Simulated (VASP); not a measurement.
Calculation: LDA (Ceperley-Alder, Perdew-Zunger), VASP's LDA PAW potentials (set 64) (plane waves; VASP).

The input files of a VASP run:

File KPOINTS:
```
Automatic mesh
0
Gamma
9 9 5
0 0 0
```

File POSCAR:
```
Mg3Sb2
1
    2.0793582670    -3.6015551026     0.0000000000
    2.0793582670     3.6015551026     0.0000000000
    0.0000000000     0.0000000000     6.5133555594
Mg Sb
3 2
Direct
  0.0000000000   0.0000000000   0.0000000000
  0.3333330000   0.6666670000   0.6288218466
  0.6666670000   0.3333330000   0.3711781534
  0.3333330000   0.6666670000   0.2134254976
  0.6666670000   0.3333330000   0.7865745024
```

### INCAR
```
ALGO = Normal
EDIFF = 1E-6
EDIFFG = -0.02
ENCUT = 500
IBRION = 2
ISIF = 3
ISMEAR = 1
LASPH = .True.
LCHARG = .False.
LMAXMIX = 4
LREAL = .False.
LWAVE = .False.
NELM = 100
NSW = 40
PREC = Accurate
PSTRESS = 300
SIGMA = 0.1
SYSTEM = Mg3Sb2
```

POTCAR, in this order: Mg Sb (LDA.64 set). Program: vasp_std.

Problem. What will the output report for the number of irreducible k-points (NKPTS), largest plane-wave count, number of space-group operations, FFT grid (NGX, NGY, NGZ)?

Solution. 
```yaml
number of irreducible k-points (NKPTS): 50
largest_plane_wave_count: 2502
number_of_space_group_operations: 12
FFT grid (NGX, NGY, NGZ): 30 × 30 × 48
```

The compound is Mg3Sb2 in the a-la2o3 structure. This run relaxes it under an external pressure of 30 GPa. Symmetry was kept, so distortions that lower it aren't found.
